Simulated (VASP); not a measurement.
Level of theory: optB86b-vdW, VASP's PBE PAW potentials (set 64) (plane waves; VASP 6.6.1).

The input files of a VASP run:

**KPOINTS**
```
kpoints
0
Gamma
15 15 15
0 0 0
```

### POSCAR
```
Li
1
   -1.6848788911     1.6848788911     1.6848788911
    1.6848788911    -1.6848788911     1.6848788911
    1.6848788911     1.6848788911    -1.6848788911
Li
1
Direct
  0.0000000000   0.0000000000   0.0000000000
```

### INCAR
```
# general
SYSTEM   = Li
PREC     = Accurate
ENCUT    = 520   # plane-wave cut-off (eV)
LREAL    = F
LASPH    = T   # aspherical one-centre terms

# electronic loop
EDIFF    = 1E-7
NELM     = 100
ALGO     = Normal   # blocked Davidson

# smearing
ISMEAR   = 1   # Methfessel-Paxton
SIGMA    = 0.1   # width (eV)

# functional
GGA      = MK
LUSE_VDW = T
AGGAC    = 0.0
PARAM1   = 0.1234
PARAM2   = 1.0

# ions
ISIF     = 2   # forces and stress, cell fixed

# output
LWAVE    = F
LCHARG   = F
```

POTCAR, in this order: Li_sv (PBE.64 set). Program: vasp_std.

Output

File OUTCAR:
```
 ion  position               nearest neighbor table
   1  0.000  0.000  0.000-
  LATTYP: Found a body centered cubic cell.
 ALAT       =     3.3697577822
 Subroutine PRICEL returns:
 Original cell was already a primitive cell.
 Subroutine GETGRP returns: Found 48 space group operations
The static configuration has the point symmetry O_h .
The dynamic configuration has the point symmetry O_h .
 Subroutine INISYM returns: Found 48 space group operations
 Subroutine IBZKPT returns following result:
 Found    120 irreducible k-points:

 Following reciprocal coordinates:
            Coordinates               Weight
  0.000000  0.000000  0.000000      1.000000
  0.066667  0.000000  0.000000     12.000000
  0.133333  0.000000  0.000000     12.000000
  0.200000  0.000000  0.000000     12.000000
  0.266667  0.000000  0.000000     12.000000
  0.333333  0.000000  0.000000     12.000000
  0.400000  0.000000  0.000000     12.000000
  0.466667  0.000000  0.000000     12.000000
  0.066667  0.066667  0.000000     24.000000
  0.133333  0.066667  0.000000     48.000000
  0.200000  0.066667  0.000000     48.000000
  0.266667  0.066667  0.000000     48.000000
  0.333333  0.066667  0.000000     48.000000
  0.400000  0.066667  0.000000     48.000000
  0.466667  0.066667  0.000000     24.000000
  0.133333  0.133333  0.000000     24.000000
  0.200000  0.133333  0.000000     48.000000
  0.266667  0.133333 -0.000000     48.000000
  0.333333  0.133333  0.000000     48.000000
  0.400000  0.133333  0.000000     48.000000
  0.200000  0.200000  0.000000     24.000000
  0.266667  0.200000  0.000000     48.000000
  0.333333  0.200000  0.000000     48.000000
  0.400000  0.200000  0.000000     24.000000
  0.266667  0.266667  0.000000     24.000000
  0.333333  0.266667  0.000000     48.000000
  0.333333  0.333333  0.000000      8.000000
  0.066667  0.066667  0.066667      8.000000
  0.133333  0.066667  0.066667     24.000000
  0.200000  0.066667  0.066667     24.000000
  0.266667  0.066667  0.066667     24.000000
  0.333333  0.066667  0.066667     24.000000
  0.400000  0.066667  0.066667     24.000000
 -0.066667  0.066667  0.066667      6.000000
  0.133333  0.133333  0.066667     24.000000
  0.200000  0.133333  0.066667     48.000000
  0.266667  0.133333  0.066667     48.000000
  0.333333  0.133333  0.066667     48.000000
  0.400000  0.133333  0.066667     24.000000
 -0.133333  0.133333  0.066667     24.000000
   k-points           NKPTS =    120   k-points in BZ     NKDIM =    120   number of bands    NBANDS=      5
   number of dos      NEDOS =    301   number of ions     NIONS =      1
   total plane-waves  NPLWV =  13824
   dimension x,y,z NGX =    24 NGY =   24 NGZ =   24
   dimension x,y,z NGXF=    48 NGYF=   48 NGZF=   48
   ions per type =               1
   PREC   = accura    normal or accurate (medium, high low for compatibility)
   ISTART =      0    job   : 0-new  1-cont  2-samecut
   ICHARG =      2    charge: 1-file 2-atom 10-const
   ISPIN  =      1    spin polarized calculation?
   LNONCOLLINEAR =      F non collinear calculations
   LSORBIT =      F    spin-orbit coupling
   INIWAV =      1    electr: 0-lowe 1-rand  2-diag
   ENCUT  =  520.0 eV  38.22 Ry    6.18 a.u.   5.43  5.43  5.43*2*pi/ulx,y,z
   NELM   =    100;   NELMIN=  2; NELMDL= -5     # of ELM steps
   EDIFF  = 0.1E-06   stopping-criterion for ELM
   LREAL  =      F    real-space projection
   NLSPLINE    = F    spline interpolate recip. space projectors
   LMAXMIX     =    2 max onsite mixed and CHGCAR
   VOSKOWN=      0    Vosko Wilk Nusair interpolation
...
```

OSZICAR:
```
       N       E                     dE             d eps       ncg     rms          rms(c)
DAV:   1     0.142779379041E+01    0.14278E+01   -0.72352E+02  1220   0.421E+02
DAV:   2    -0.856759362402E+00   -0.22846E+01   -0.21607E+01  1715   0.585E+01
DAV:   3    -0.100390142923E+01   -0.14714E+00   -0.14609E+00  1515   0.925E+00
DAV:   4    -0.100645343014E+01   -0.25520E-02   -0.25522E-02  1590   0.141E+00
DAV:   5    -0.100648721448E+01   -0.33784E-04   -0.33784E-04  1550   0.125E-01    0.210E-01
DAV:   6    -0.100704954528E+01   -0.56233E-03   -0.44980E-04  1340   0.203E-01    0.127E-01
DAV:   7    -0.100772347577E+01   -0.67393E-03   -0.13470E-03  1240   0.385E-01    0.210E-02
DAV:   8    -0.100776798664E+01   -0.44511E-04   -0.32462E-04  1560   0.168E-01    0.156E-02
DAV:   9    -0.100776341319E+01    0.45734E-05   -0.51708E-06  1330   0.236E-02    0.138E-03
DAV:  10    -0.100776283422E+01    0.57898E-06   -0.11822E-06  1335   0.129E-02    0.293E-03
DAV:  11    -0.100776492415E+01   -0.20899E-05   -0.43354E-07  1305   0.671E-03    0.107E-03
DAV:  12    -0.100776467954E+01    0.24462E-06   -0.46008E-08   705   0.302E-03    0.693E-04
DAV:  13    -0.100776445579E+01    0.22375E-06   -0.82502E-09   610   0.142E-03    0.217E-04
DAV:  14    -0.100776436398E+01    0.91806E-07   -0.22781E-09   615   0.724E-04
   1 F= -.10077644E+01 E0= -.10077348E+01  d E =-.886419E-04
```

**OUTCAR**
```
------------------------ aborting loop because EDIFF is reached ----------------------------------------
  FORCE on cell =-STRESS in cart. coord.  units (eV):
  Direction    XX          YY          ZZ          XY          YZ          ZX
  --------------------------------------------------------------------------------------
  Total        0.1103384      0.1103384      0.1103384      0.0000000      0.0000000     -0.0000000
  in kB        9.2399860      9.2399860      9.2399860      0.0000000      0.0000000     -0.0000000
  external PRESSURE =       9.2399860 kB  Pullay stress =       0.0000000 kB
  volume of cell :       19.13
      direct lattice vectors                 reciprocal lattice vectors
    -1.684878891  1.684878891  1.684878891     0.000000000  0.296757234  0.296757234
     1.684878891 -1.684878891  1.684878891     0.296757234  0.000000000  0.296757234
     1.684878891  1.684878891 -1.684878891     0.296757234  0.296757234  0.000000000
 POSITION                                       TOTAL-FORCE (eV/Angst)
 -----------------------------------------------------------------------------------
      0.00000      0.00000      0.00000        -0.000000      0.000000     -0.000000
 -----------------------------------------------------------------------------------
    total drift:                               -0.000000     -0.000000      0.000000
  FREE ENERGIE OF THE ION-ELECTRON SYSTEM (eV)
  ---------------------------------------------------
  free  energy   TOTEN  =        -1.0077643640 eV

  energy  without entropy=       -1.0076757221  energy(sigma->0) =       -1.00773482
```
(Selected blocks of OUTCAR.)

The compound is Li in the bcc structure. This cell is one point of a volume scan, at 0.94 of the reference volume.
